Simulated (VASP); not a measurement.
Cost and result of VASP (PAW) for the band gap of KI (rock salt). Gaps are without spin-orbit coupling. Each level names its cell: its own relaxed one, PBE's, or the starting one. A gap is the smallest over the k-mesh and a band path; hybrids may have named points in place of the path, and GW has the mesh alone. The cost counts the self-consistent run with its band path or extra points (for GW, with the PBE run and the diagonalisation ahead of it), each on the mesh and cut-off of its row, so the ratios hold those differences too. With PBEsol it took about 50 core-seconds. Costs are core time on shared hosts, one run each; read them as rough ratios.

Unless said otherwise, spin-orbit coupling is left out, though it shifts the bands of the heavy elements here.

| level | k-mesh | cut-off (eV) | band gap (eV) | cost over PBEsol |
|---|---|---|---|---|
| LDA (own cell) | 8×8×8 | 520 | 3.87 | within a factor of 2 |
| PBEsol (own cell) | 7×7×7 | 520 | 3.86 | reference |
| AM05 (own cell) | 7×7×7 | 520 | 3.94 | within a factor of 2 |
| SCAN (own cell) | 7×7×7 | 520 | 4.55 | about 3 times |
| r2SCAN (own cell) | 7×7×7 | 520 | … | about 3 times |
| PBE0 (PBE cell) | 6×6×6 | 520 | 5.52 | about 30 times |
| HSE06 (PBE cell) | 6×6×6 | 520 | … | about 30 times |

### Question
Some entries are withheld; supply them.

### Answer

- r2SCAN (own cell), band gap (eV): 4.58
- HSE06 (PBE cell), band gap (eV): 4.85

Left out are levels that failed, ran on another kind of processor or have no fit band path; at most nine are shown.

The compound is KI in the rock salt structure.
